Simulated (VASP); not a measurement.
```yaml
crystal:
  lattice:
    - [3.69881, 0.00000, 0.00000]
    - [-1.84940, 3.20326, 0.00000]
    - [0.00000, 0.00000, 5.15523]
  atoms:
    - { symbol: Bi, position: [0.00000, 0.00000, 0.00000] }
    - { symbol: Bi, position: [0.00000, 0.00000, 0.50000] }
    - { symbol: N, position: [0.33333, 0.66667, 0.25000] }
    - { symbol: N, position: [0.66667, 0.33333, 0.75000] }
```

All values below come from PBE GGA, VASP's PBE PAW potentials (set 64) (plane waves; VASP 6.6.1). Settings: 400 eV cut-off, 8×8×5 Γ-centred mesh, Gaussian smearing of 0.050 eV, potentials Bi_d N.

**Question.** Give the energies of bands 15 to 23 at the high-symmetry points, in eV from the Fermi level.

**Answer.** 
```
band      Γ      M      K      A      L      H
----  -----  -----  -----  -----  -----  -----
15    -3.60  -7.43  -7.00  -2.67  -4.12  -6.37
16    -3.44  -5.33  -5.06  -2.67  -4.12  -6.37
17    -3.44  -5.13  -5.06  -2.67  -3.88  -1.52
18    -2.17  -1.77  -4.01  -2.67  -3.88  -1.52
19    -2.17  -1.53  -4.01  -1.88  -1.48  -0.53
20    -1.49  -1.03   0.38  -1.88  -1.48  -0.53
21     1.45  -0.63   1.77   3.20   3.83   1.38
22     2.56   3.05   3.92   3.20   3.83   1.38
23     2.56   3.48   3.92   3.20   4.27   4.16
```

It has no gap at this level: it comes out as a metal or semimetal.

The structure was generated: BiN was put into an ordered model structure, which need not be its known phase. The cell was not relaxed at this level.
